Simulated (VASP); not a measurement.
These are r2SCAN meta-GGA, VASP's PBE PAW potentials (set 64) (plane waves; VASP) values and carry that method's errors.

VASP ran on this input.

### KPOINTS
```
Regular mesh
0
gamma
5 5 3
```

**POSCAR**
```
AlInSb2
1.0
  4.4923406527   0.0000000000   0.0000000000
  0.0000000000   4.4923406527   0.0000000000
  0.0000000000   0.0000000000   6.2971972545
Al In Sb
1 1 2
Direct
  0.0000000000   0.0000000000   0.0000000000
  0.5000000000   0.5000000000   0.5000000000
  0.0000000000   0.5000000000   0.2333799697
  0.5000000000   0.0000000000   0.7666200303
```

### INCAR
```
# general
SYSTEM  = AlInSb2
PREC    = Accurate
ENCUT   = 400   # plane-wave cut-off (eV)
LREAL   = .FALSE.
LASPH   = .TRUE.   # aspherical one-centre terms

# electronic loop
EDIFF   = 1E-6   # SCF stop (eV)
NELM    = 100
ALGO    = Normal
LMAXMIX = 4   # l cut-off of mixed one-centre charges
LMIXTAU = .TRUE.

# smearing
ISMEAR  = 0
SIGMA   = 0.05

# functional
METAGGA = R2SCAN

# ions
IBRION  = 2
NSW     = 60   # most ionic steps
ISIF    = 3
EDIFFG  = -0.02   # ionic stop

# output
LWAVE   = .FALSE.
LCHARG  = .FALSE.
```

POTCAR, in this order: Al In_d Sb (PBE.64 set). Program: vasp_std.

Unless said otherwise, spin-orbit coupling is left out, though it shifts the bands of the heavy elements here.

**Question.** Predict the energy per atom (σ→0), volume per atom, band gap (on the k-mesh).

**Answer.** 
| Property | Result |
|---|---|
| energy per atom (σ→0) | -20.412 eV/atom |
| band gap (on the k-mesh) | 0.95 eV |
| volume per atom | 32.19 Å³/atom |

### OSZICAR
```
...
DAV:   5    -0.816483591560E+02    0.49134E-03   -0.52252E-04   410   0.198E-01    0.484E-02
DAV:   6    -0.816487944223E+02   -0.43527E-03   -0.72955E-04   410   0.262E-01    0.329E-02
DAV:   7    -0.816488473441E+02   -0.52922E-04   -0.34820E-05   438   0.549E-02    0.112E-02
DAV:   8    -0.816488455380E+02    0.18061E-05   -0.17120E-06   505   0.113E-02    0.992E-03
DAV:   9    -0.816488507390E+02   -0.52010E-05   -0.10537E-05   413   0.290E-02    0.103E-02
DAV:  10    -0.816488534648E+02   -0.27258E-05   -0.20574E-06   324   0.113E-02    0.403E-03
DAV:  11    -0.816488534288E+02    0.36031E-07   -0.16521E-07   208   0.405E-03
   3 F= -.81648853E+02 E0= -.81648853E+02  d E =-.363109E-02
```

The structure comes from a computed database's AlInSb2 entry (P-4m2); how it stands against other phases isn't given here. This run relaxes it. Symmetry was kept, so distortions that lower it aren't found. The start is the result of an earlier pass.
